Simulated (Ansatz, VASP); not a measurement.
**Cross-check of HC5 (C(111) slab, H on both faces) between VASP and Ansatz**

One calculation is typed for both programs; each brings its own data sets. How far apart do they land? Of the first pair: The structure shown is the start of the Ansatz relaxation below; VASP solves that cell, so the two are compared at the walk's first step.

Program: Ansatz 0.2.0. Level of theory: plane waves, with VASP 6.6.1 beside it; single point at LDA. Results are calculated unless marked as measured.

**1. The starting structure**

The cell holds 192 atoms: 160 C and 32 H. Its edges and angles: a = 10.089 Å, b = 10.089 Å, c = 22.932 Å, α = 90.0°, β = 90.0°, γ = 120.0°. It derives from C (diamond-structure). As first built, before any earlier steps moved the atoms (in the runner's words): diamond-structure C (a = 3.567 A), (111) slab of 10 atomic planes, 4 x 4 surface cells, H on the broken bonds of both faces; displaced by a Gaussian of 0.02 A. Vacuum lies along c.

**2. Ansatz: relaxation, LDA**

Ansatz runs on its default PAW (the set named soft_2) files.

The two programs are compared at the cell with which this relaxation starts, whose forces are those of its first step.

input.yaml reads:

```yaml
crystal:
  lattice:
    - [10.08899955396966, 0.0, 0.0]
    - [-5.044499776984832, 8.737329912507594, 0.0]
    - [0.0, 0.0, 22.932485743347428]
  atoms:
    - { symbol: C, position: [0.33221000934023837, 0.9171529802616111, 0.33253851284561653] }
    - { symbol: C, position: [0.25004231787998676, 0.00018146067575223869, 0.31051573993321735] }
    - { symbol: C, position: [0.16243202479724475, 0.8296270837021874, 0.4212619207472451] }
    - { symbol: C, position: [0.33217319141184615, 0.9138851377285792, 0.40022140672247464] }
    - { symbol: C, position: [0.2534582030267453, 0.0013903126137744565, 0.5109395076151406] }
    - { symbol: C, position: [0.16704066848453794, 0.835086094163702, 0.4889004980298064] }
    - { symbol: C, position: [0.33304644063163225, 0.9179274191630014, 0.6025776348634889] }
    - { symbol: C, position: [0.24664070871999086, 0.00010543773797002343, 0.5781361881164789] }
    - { symbol: C, position: [0.16509981466963336, 0.8337303592995167, 0.6887737327573631] }
    - { symbol: C, position: [0.3282206367594685, 0.9147044707301986, 0.6688077964694867] }
    - { symbol: C, position: [0.3362590781551798, 0.6690022672709438, 0.3322675450407693] }
    - { symbol: C, position: [0.25572907629797953, 0.7515731786769262, 0.30924198328849495] }
    - { symbol: C, position: [0.16427641394257134, 0.5812790971199583, 0.4217895521393277] }
    - { symbol: C, position: [0.3318215886165118, 0.6668913093962374, 0.39849803547801377] }
    - { symbol: C, position: [0.24900571009708924, 0.7490306414711179, 0.5106577812907045] }
    - { symbol: C, position: [0.1712785012760763, 0.5852548249726842, 0.4894030220589003] }
    - { symbol: C, position: [0.3322017533311504, 0.6665299792665557, 0.6024867731616488] }
    - { symbol: C, position: [0.2529827624968364, 0.7505056271828061, 0.5794284788762624] }
    - { symbol: C, position: [0.16924280709985634, 0.5860861140209962, 0.6902536300649572] }
    - { symbol: C, position: [0.33396752633550536, 0.665304304899237, 0.6685930518549195] }
    - { symbol: C, position: [0.5849286731780375, 0.9233168169465854, 0.3307860573493664] }
    - { symbol: C, position: [0.5011710829732934, 0.00275354732018882, 0.309824267293511] }
    - { symbol: C, position: [0.41856481528087486, 0.8333000385762095, 0.42140960553069956] }
    - { symbol: C, position: [0.5857398600320662, 0.917179582195426, 0.3983934137153265] }
    - { symbol: C, position: [0.49476392902535793, 0.0003914996433191527, 0.5105757260143] }
    - { symbol: C, position: [0.4165529532538927, 0.8320651279983147, 0.48695745079352076] }
    - { symbol: C, position: [0.5827714915719585, 0.913961226547027, 0.5998340172171623] }
    - { symbol: C, position: [0.5021015417843293, 7.379641621842275e-05, 0.5788357515698658] }
    - { symbol: C, position: [0.41800412161389344, 0.8337273459548372, 0.6904672722268327] }
    - { symbol: C, position: [0.582556166692501, 0.9201848266746196, 0.6688773165469093] }
    - { symbol: C, position: [0.33366955417427757, 0.4160410702732156, 0.33260854041972887] }
    - { symbol: C, position: [0.2475510154302713, 0.5008227126112742, 0.3094967669732165] }
    - { symbol: C, position: [0.16618263639741068, 0.33224392894612614, 0.4213921819942898] }
    - { symbol: C, position: [0.335687898868498, 0.41899663246900876, 0.3989523120772787] }
    - { symbol: C, position: [0.2513486939888492, 0.49884960619508706, 0.5129154867137807] }
    - { symbol: C, position: [0.1637297908634599, 0.329246849741591, 0.4895591050213925] }
    - { symbol: C, position: [0.33036253606412247, 0.41754920255637634, 0.6000197239561592] }
    - { symbol: C, position: [0.2501949235689491, 0.5010906084037142, 0.5777550847396258] }
    - { symbol: C, position: [0.1661786395059981, 0.33244828301666646, 0.691065760519613] }
    - { symbol: C, position: [0.3315690058800956, 0.4155500098735055, 0.6680955176588973] }
    - { symbol: C, position: [0.5844585573004972, 0.6689649152654391, 0.33169939861052394] }
    - { symbol: C, position: [0.5048062640656434, 0.7524304615173425, 0.3093438366567679] }
    - { symbol: C, position: [0.4204071083480757, 0.5876612660639777, 0.42225688806184136] }
    - { symbol: C, position: [0.5832770281363598, 0.6668547127078815, 0.39936502412648583] }
    - { symbol: C, position: [0.5026490274857223, 0.7523215850613373, 0.5122746577185269] }
    - { symbol: C, position: [0.4144671951062518, 0.5823810145557706, 0.49046572200378913] }
    - { symbol: C, position: [0.5809057458268398, 0.665200683172782, 0.6016094410612638] }
    - { symbol: C, position: [0.5032077604914553, 0.749313906653049, 0.5806079017192947] }
    - { symbol: C, position: [0.4165589713047344, 0.5851118260970285, 0.6909816287833581] }
    - { symbol: C, position: [0.584687202018543, 0.6670170257440585, 0.6667657103552732] }
    - { symbol: C, position: [0.8378094758254273, 0.9183858381861086, 0.33233431288692605] }
    - { symbol: C, position: [0.7509862203563435, 0.998196757223243, 0.3098843301069338] }
[... 35 lines left out ...]
    - { symbol: C, position: [0.8289513675908465, 0.6643826649009362, 0.6029431092248001] }
    - { symbol: C, position: [0.7480439627041325, 0.7474415846010294, 0.5790743197042195] }
    - { symbol: C, position: [0.6643848147043486, 0.5820091558607302, 0.6914477942631132] }
    - { symbol: C, position: [0.8330378324274577, 0.6664763751997906, 0.6704600934215948] }
    - { symbol: C, position: [0.0803258539411533, 0.9178981605163364, 0.33264078481497295] }
    - { symbol: C, position: [0.00022035406312978715, 0.9995209198893937, 0.30854750650457624] }
    - { symbol: C, position: [0.9169362870409653, 0.8340340375275457, 0.421339898562655] }
    - { symbol: C, position: [0.08186676165917275, 0.915651105171815, 0.39936669040739786] }
    - { symbol: C, position: [0.9994497266278843, 0.9984359804423767, 0.5112399048744888] }
    - { symbol: C, position: [0.9187323123826958, 0.8330930664613936, 0.48897741566833364] }
    - { symbol: C, position: [0.08438543654055218, 0.9160204090870899, 0.600994365931393] }
    - { symbol: C, position: [0.0017517594193599884, 0.9992609307220237, 0.5780382565204423] }
    - { symbol: C, position: [0.9171442969330076, 0.831100220056762, 0.691309524644859] }
    - { symbol: C, position: [0.0840397036688633, 0.918934502987326, 0.6678103828755078] }
    - { symbol: C, position: [0.5814230569177269, 0.16448525945224374, 0.3307231786191681] }
    - { symbol: C, position: [0.49583364650623873, 0.2503843698181547, 0.3088598612870422] }
    - { symbol: C, position: [0.41366549179368406, 0.08093257778558219, 0.42165652468884934] }
    - { symbol: C, position: [0.5826144614874896, 0.16835523075811037, 0.39897439655244743] }
    - { symbol: C, position: [0.4953523391816868, 0.25352824766214027, 0.5096962938323497] }
    - { symbol: C, position: [0.41470668357931495, 0.08309790574272104, 0.4870799806587463] }
    - { symbol: C, position: [0.5876070003654068, 0.16966075903839564, 0.6002146672141012] }
    - { symbol: C, position: [0.4979638300849175, 0.24737334847491207, 0.5795823493513044] }
    - { symbol: C, position: [0.41284351131928804, 0.08015436380339629, 0.6893207045552003] }
    - { symbol: C, position: [0.5825531494572824, 0.16519661594740456, 0.6687513927628316] }
    - { symbol: C, position: [0.8367501946986695, 0.41832666888259196, 0.3305926970991586] }
    - { symbol: C, position: [0.7497903234398863, 0.5013176849772887, 0.3074132406413661] }
    - { symbol: C, position: [0.6669487203974198, 0.33124850150408586, 0.42204254727470303] }
    - { symbol: C, position: [0.8325144152255305, 0.41743579586476653, 0.3983565743537747] }
    - { symbol: C, position: [0.7462737236454956, 0.49780574081039586, 0.5113769205568524] }
    - { symbol: C, position: [0.6669385446634297, 0.33258686185889924, 0.4875888767686831] }
    - { symbol: C, position: [0.8357899756020318, 0.42021818730703503, 0.6017812522984847] }
    - { symbol: C, position: [0.7509092101958171, 0.4991858869173162, 0.5782745536464288] }
    - { symbol: C, position: [0.664241895319263, 0.3322336815855571, 0.6893219429758206] }
    - { symbol: C, position: [0.8334049249423684, 0.4178595701176264, 0.6674791930983873] }
    - { symbol: C, position: [0.08528346888552653, 0.6687130959068543, 0.33059843037404624] }
    - { symbol: C, position: [0.9988120821680165, 0.7474186147417429, 0.31035428419422373] }
    - { symbol: C, position: [0.9163079468012739, 0.5840458080079245, 0.4201772487949484] }
    - { symbol: C, position: [0.08405553439350165, 0.66567655818188, 0.3996381162843797] }
    - { symbol: C, position: [0.9986391179415499, 0.7499621045752409, 0.5103247707802328] }
    - { symbol: C, position: [0.9149867151379484, 0.5834753179604679, 0.4864130542120855] }
    - { symbol: C, position: [0.08426660033448914, 0.6668315783937616, 0.6005206305517282] }
    - { symbol: C, position: [0.9945798163964168, 0.7473124591374201, 0.5784042982641927] }
    - { symbol: C, position: [0.9155740402078971, 0.5816847538537517, 0.6922768797687574] }
    - { symbol: C, position: [0.0800336585398558, 0.6636963127915111, 0.6688129229489695] }
    - { symbol: C, position: [0.831365844226967, 0.16708232684659874, 0.33183320756102086] }
    - { symbol: C, position: [0.752101649448495, 0.24719536544717075, 0.30970816992465106] }
    - { symbol: C, position: [0.6682790683867176, 0.08644172942988661, 0.41926076992400163] }
    - { symbol: C, position: [0.8292984874704864, 0.1633408188055268, 0.3985388943196297] }
    - { symbol: C, position: [0.7509787418916141, 0.2528698773307573, 0.5102131797850277] }
    - { symbol: C, position: [0.667809685932969, 0.08275011990316494, 0.4893687241843784] }
    - { symbol: C, position: [0.836012144435818, 0.17104001405123723, 0.6015380661344837] }
    - { symbol: C, position: [0.7553355244427612, 0.254833179921791, 0.579638390739801] }
    - { symbol: C, position: [0.6659068217237067, 0.08019141983130931, 0.6903397218651101] }
    - { symbol: C, position: [0.8379424183466644, 0.17108267077494313, 0.668475410780321] }
    - { symbol: C, position: [0.08236363528920931, 0.4168555114038626, 0.33139326572027494] }
    - { symbol: C, position: [0.0010107006511427758, 0.49861651237699595, 0.30844076632082007] }
    - { symbol: C, position: [0.9201222274106908, 0.3319305093106932, 0.42220704483845545] }
    - { symbol: C, position: [0.08187185478482312, 0.4175446157617197, 0.39839112203426846] }
    - { symbol: C, position: [0.9940863842930052, 0.49567792031976293, 0.5116659102209912] }
    - { symbol: C, position: [0.915650533477078, 0.3320202080670736, 0.4892557481670636] }
    - { symbol: C, position: [0.08512848341822216, 0.41843943207113904, 0.6009343502762488] }
    - { symbol: C, position: [0.0026794140508940114, 0.499877139478831, 0.5788796303811091] }
    - { symbol: C, position: [0.91621216187517, 0.33364817187419343, 0.6918157501159357] }
    - { symbol: C, position: [0.0854841916195333, 0.41735383898017037, 0.6667018130414512] }
    - { symbol: C, position: [0.08221162427614355, 0.1664903125874688, 0.3319239690259356] }
    - { symbol: C, position: [0.001673557944099606, 0.2530735630015129, 0.31004623800424763] }
    - { symbol: C, position: [0.9168675949413294, 0.07931015588360425, 0.42065958712156654] }
    - { symbol: C, position: [0.08382161397847543, 0.1686283348638165, 0.3984809537373984] }
    - { symbol: C, position: [0.0023680997328026044, 0.24687490692609393, 0.5102492582605735] }
    - { symbol: C, position: [0.9133956802007513, 0.0777094726753493, 0.4890439443473505] }
    - { symbol: C, position: [0.08720784898356268, 0.16991659634427397, 0.60076537374357] }
    - { symbol: C, position: [0.0029792127259069107, 0.2510717783144188, 0.5767649939266785] }
    - { symbol: C, position: [0.9245593613415937, 0.08704501350467014, 0.6925061002706315] }
    - { symbol: C, position: [0.08532054402041113, 0.1661472276309548, 0.6689891293622529] }
    - { symbol: H, position: [0.24943000886643285, 0.999755638965134, 0.2619533447998771] }
    - { symbol: H, position: [0.16857181551162884, 0.8363085849346139, 0.737843436936857] }
    - { symbol: H, position: [0.25111174366186356, 0.7507938992562244, 0.26148774182566525] }
    - { symbol: H, position: [0.16826542987927193, 0.5807177303523192, 0.7385810889553504] }
    - { symbol: H, position: [0.5016074618185962, 0.0025092402275459502, 0.2606926609304436] }
    - { symbol: H, position: [0.4172172708985785, 0.8348379111967931, 0.7387778976428034] }
    - { symbol: H, position: [0.24949489016880855, 0.501001562613862, 0.2614545506987047] }
    - { symbol: H, position: [0.16803293012744402, 0.33194342233815405, 0.737870352048705] }
    - { symbol: H, position: [0.5013638624983803, 0.7509759727115386, 0.26175209468593846] }
    - { symbol: H, position: [0.4183313122819949, 0.5827126150428058, 0.7392141693187448] }
    - { symbol: H, position: [0.7493948345756107, 0.9952806368067453, 0.26141514694384804] }
    - { symbol: H, position: [0.6618488733036831, 0.8297791028661199, 0.7398115230710017] }
    - { symbol: H, position: [0.24854824368109502, 0.2461018093252849, 0.26153994236649] }
    - { symbol: H, position: [0.1676860289781192, 0.08004622123993621, 0.7376503443938285] }
    - { symbol: H, position: [0.5011416822872953, 0.5005136684591229, 0.2597278352045656] }
    - { symbol: H, position: [0.4176118741771947, 0.33488800408376634, 0.7378400799658622] }
    - { symbol: H, position: [0.7506985717361347, 0.7470603725810213, 0.2606583362487373] }
    - { symbol: H, position: [0.6678779183696958, 0.5836323518668433, 0.7378326745539165] }
    - { symbol: H, position: [0.0016377617655707942, 0.004776371546696819, 0.2620032655941948] }
    - { symbol: H, position: [0.9149862188684337, 0.8330365262742062, 0.7392084844867005] }
    - { symbol: H, position: [0.49883721919830604, 0.24878454702276565, 0.26191504291375856] }
    - { symbol: H, position: [0.41852407093230504, 0.08741003592540342, 0.7383192514072993] }
    - { symbol: H, position: [0.7473982474993378, 0.49675688391862405, 0.260790068378344] }
    - { symbol: H, position: [0.6671560799334397, 0.3353861923562911, 0.738637283018764] }
    - { symbol: H, position: [0.003690483505096067, 0.751817927654242, 0.2606308697399107] }
    - { symbol: H, position: [0.9170729696931722, 0.5848009839287377, 0.7379121955856] }
    - { symbol: H, position: [0.7478451528199916, 0.24832674727240286, 0.26080481073180617] }
    - { symbol: H, position: [0.6689177321961587, 0.08049661482835416, 0.7379691336687516] }
    - { symbol: H, position: [0.9995700658542124, 0.4974976741736548, 0.2620265771100076] }
    - { symbol: H, position: [0.9184878105902229, 0.33457332230833997, 0.7373089259588055] }
    - { symbol: H, position: [0.999221569823857, 0.2499256793797112, 0.2631743191627763] }
    - { symbol: H, position: [0.9155938580796149, 0.08214220016169585, 0.7380875066106366] }
kpoints:
  mp_grid:
    grid: [1, 1, 1]
hamiltonian:
  xc: lda
scf:
  occupations:
    method: fixed
relax:
  f_tol: 0.05
  max_steps: 102
output:
  forces: true
```

Run with:

```sh
$ python workflow.py
```

**3. VASP: single point, LDA, start cell, pair 1**

The same cell, functional (in two slightly different forms) and mesh now go to VASP, with its own data sets.

Lines of VASP's logs that name or quote its potential files are left out, and so is its time.

INCAR reads:

```
SYSTEM = HC5
PREC = Accurate
ENCUT = 520
EDIFF = 1E-06
NELM = 120
ISMEAR = 0
SIGMA = 0.01
LREAL = Auto
ALGO = Normal
GGA = CA
NBANDS = 470
LORBIT = 11
LWAVE = .FALSE.
LCHARG = .FALSE.
ISIF = 2
LASPH = .TRUE.
GGA_COMPAT = .FALSE.
EFERMI = MIDGAP
```

POSCAR reads:

```
HC5
1.0
   10.0890000000      0.0000000000      0.0000000000
   -5.0445000000      8.7373300000      0.0000000000
    0.0000000000      0.0000000000     22.9324860000
C H
160 32
Direct
    0.3322129587      0.9171566142      0.3325369958
    0.2500469581      0.0001831223      0.3105158333
    0.1624282921      0.8296241529      0.4212626577
    0.3321721005      0.9138833030      0.4002226361
    0.2534528634      0.0013848624      0.5109389361
    0.1670411982      0.8350834866      0.4889003312
    0.3330424014      0.9179234389      0.6025774964
    0.2466368932      0.0001030063      0.5781361864
    0.1650972262      0.8337329596      0.6887739951
    0.3282229402      0.9147073534      0.6688066876
    0.3362558870      0.6690030021      0.3322666369
    0.2557226824      0.7515682709      0.3092425304
    0.1642726383      0.5812759733      0.4217902935
    0.3318172925      0.6668856504      0.3985001888
    0.2490007896      0.7490274489      0.5106598561
    0.1712794566      0.5852588834      0.4894018032
    0.3322048645      0.6665308510      0.6024859232
    0.2529801551      0.7505038725      0.5794269317
    0.1692432708      0.5860829338      0.6902522474
    0.3339713777      0.6653062206      0.6685930169
    0.5849299223      0.9233141017      0.3307840240
    0.5011709924      0.0027582797      0.3098224937
    0.4185619966      0.8332980441      0.4214109190
    0.5857381317      0.9171795045      0.3983955337
    0.4947629092      0.0003891349      0.5105770042
    0.4165463971      0.8320619686      0.4869554919
    0.5827721744      0.9139634190      0.5998346625
    0.5020959867      0.0000686709      0.5788338866
    0.4180063351      0.8337329596      0.6904659181
    0.5825548937      0.9201895774      0.6688764576
[... 156 atom lines left out ...]
    0.7478418993      0.2483252893      0.2608046943
    0.6689117314      0.0804936977      0.7379705803
    0.9995664819      0.4974975193      0.2620256696
    0.9184922291      0.3345758945      0.7373077651
    0.9992228988      0.2499276095      0.2631725143
    0.9155976115      0.0821417985      0.7380883172
```

KPOINTS reads:

```
Automatic mesh
0
Gamma
1 1 1
0 0 0
```

PAW data sets: C and H (LDA family, release 64).

Run with:

```sh
$ export OMP_NUM_THREADS=3
$ mpirun -np 1 vasp_gam
```

What it wrote:

```text
[banner, memory and clock lines left out]
running    1 mpi-ranks, on    1 nodes
[...]
Offloading initialized ...    1 GPUs detected
[...]
LDA part: xc-table for (Slater(with rela. corr.)+CA(PZ))
 , standard interpolation
 POSCAR, INCAR and KPOINTS ok, starting setup
[...]
entering main loop
       N       E                     dE             d eps       ncg     rms          rms(c)
DAV:   1     0.613669663068E+04    0.61367E+04   -0.36642E+05   956   0.138E+03
DAV:   2    -0.106528538486E+04   -0.72020E+04   -0.68085E+04  1274   0.340E+02
DAV:   3    -0.179117411589E+04   -0.72589E+03   -0.71686E+03  1216   0.109E+02
DAV:   4    -0.181684607041E+04   -0.25672E+02   -0.25552E+02  1248   0.225E+01
[...]
DAV:  22    -0.172723304915E+04   -0.18591E-04   -0.69486E-07   792   0.825E-04    0.329E-04
DAV:  23    -0.172723305250E+04   -0.33465E-05   -0.14621E-07   800   0.429E-04    0.226E-04
DAV:  24    -0.172723305329E+04   -0.79235E-06   -0.57507E-08   776   0.247E-04
   1 F= -.17272331E+04 E0= -.17272331E+04  d E =0.000000E+00
```

Parts of OUTCAR (step 3):

```text
  FREE ENERGIE OF THE ION-ELECTRON SYSTEM (eV)
  ---------------------------------------------------
  free  energy   TOTEN  =     -1727.2330532922 eV

  energy  without entropy=    -1727.2330532922  energy(sigma->0) =    -1727.23305329
```

**4. Differences**

Known differences besides the potentials themselves: the two LDA forms differ slightly; fixed occupations in Ansatz, narrow Gaussian smearing in VASP; VASP's log shows a relativistic correction to its local exchange, Ansatz's none; Ansatz takes its cutoff from its data sets, VASP runs at 520 eV. Total energies have different zeros and are not compared.

Forces on 10 of the 192 atoms, those with the largest forces and the largest differences (eV/Å; atoms numbered as in POSCAR):

| atom | Ansatz x, y, z | VASP x, y, z |
| --- | --- | --- |
| C92 | -0.291, 0.767, 3.212 | -0.289, 0.775, 3.197 |
| C102 | 1.452, -0.239, 2.779 | 1.456, -0.240, 2.774 |
| C105 | 2.666, -1.706, 0.835 | 2.681, -1.716, 0.850 |
| C112 | 0.413, -0.764, 3.757 | 0.417, -0.772, 3.739 |
| C129 | -0.178, 0.146, -3.864 | -0.179, 0.141, -3.842 |
| C149 | 0.280, 0.654, -4.582 | 0.286, 0.661, -4.569 |
| C159 | -1.627, -1.254, -4.524 | -1.638, -1.266, -4.500 |
| H165 | -0.131, -0.060, 0.363 | -0.131, -0.060, 0.310 |
| H171 | 0.087, 0.141, -0.005 | 0.087, 0.140, -0.058 |
| H173 | 0.107, 0.190, -0.429 | 0.106, 0.188, -0.482 |

The forces differ by 13 meV/Å r.m.s., which is 1.3 % of the r.m.s. force of 1.028 eV/Å (both taken over all components). With vacuum in the cell, a pressure given here is an average over mostly empty space and none of the material.

**5. Ansatz: relaxation, LDA**

This run makes the geometry at which the two programs are then compared.

The structure compared here is the end of the Ansatz relaxation.

input.yaml is that of step 2.

Run with:

```sh
$ python workflow.py
```

(Part 1 of 2 ends here.)

[Lines on the potential files, build, host, timing and source positions are cut from VASP's logs without a mark.]

[Logs are printed without paths, hosts, clocks, repeated set-up lines and the standing remarks that a program may print on its own settings, such as how far it seeks lower states.]

[Hosts, paths, dates, database ids (printed as entryN), source tags and the programs' standing remarks are cut or masked in the printed files.]
